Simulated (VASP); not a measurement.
Data:

```yaml
crystal:
  lattice:
    - [0.00000, 2.78630, 2.78630]
    - [2.78630, 0.00000, 2.78630]
    - [2.78630, 2.78630, 0.00000]
  atoms:
    - { symbol: Ca, position: [0.00000, 0.00000, 0.00000] }
```

Level of theory: r2SCAN meta-GGA, VASP's PBE PAW potentials (set 64) (plane waves; VASP). Settings: 400 eV cut-off, 13×13×13 Γ-centred mesh, tetrahedra with Blöchl corrections, potentials Ca_sv.

### Question
Estimate the energy per atom (σ→0), band gap (over mesh and band path) with the smallest direct gap where there is one.

### Answer

```json
{
 "band gap (over mesh and band path)": "none (metal, semimetal or under 0.01 eV)",
 "energy per atom (σ→0)": "-678.3 kJ/mol-atom"
}
```

The absolute energy has meaning only against runs of the same code, potentials and settings.

The compound is Ca in the fcc structure. It was relaxed first.
